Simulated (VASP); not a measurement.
A run of VASP 6.6.1:

Contents of INCAR:

```
SYSTEM = Cs3SCl
PREC = Accurate
ENCUT = 520
EDIFF = 1E-7
ISMEAR = 0
SIGMA = 0.05
LREAL = .False.
LASPH = .True.
NELM = 100
ALGO = Fast
ISIF = 2
LWAVE = .False.
LCHARG = .False.
GGA = PE
NBANDS = 28
```

KPOINTS

```
Automatic mesh
0
Gamma
  4 4 4
  0 0 0
```

The input POSCAR:

```
Cs3SCl
1.0
    6.9306033725      0.0000000000      0.0000000000
    0.0000000000      6.9306033725      0.0000000000
    0.0000000000      0.0000000000      6.9306033725
S Cl Cs
1 1 3
Direct
    0.0000000000      0.0000000000      0.0000000000
    0.5000000000      0.5000000000      0.5000000000
    0.5000000000      0.5000000000      0.0000000000
    0.5000000000      0.0000000000      0.5000000000
    0.0000000000      0.5000000000      0.5000000000
```

Potentials or basis: VASP PAW PBE potentials, release 64 (S, Cl, Cs_sv).

The run is started by

```console
$ cat potpaw_PBE.64/S/POTCAR potpaw_PBE.64/Cl/POTCAR potpaw_PBE.64/Cs_sv/POTCAR > POTCAR
$ mpirun -np 1 vasp_std > vasp.out
```

Hardware: 1 thread of Intel(R) Xeon(R) 6975P-C (Granite Rapids) (shared host).

Task: How long does it take, and how much memory?

Result: Run time: 84 s on 1 thread of Intel(R) Xeon(R) 6975P-C (Granite Rapids), with other jobs on the host, peak memory 0.41 GiB. Counts: scf iterations 20, k points 10.
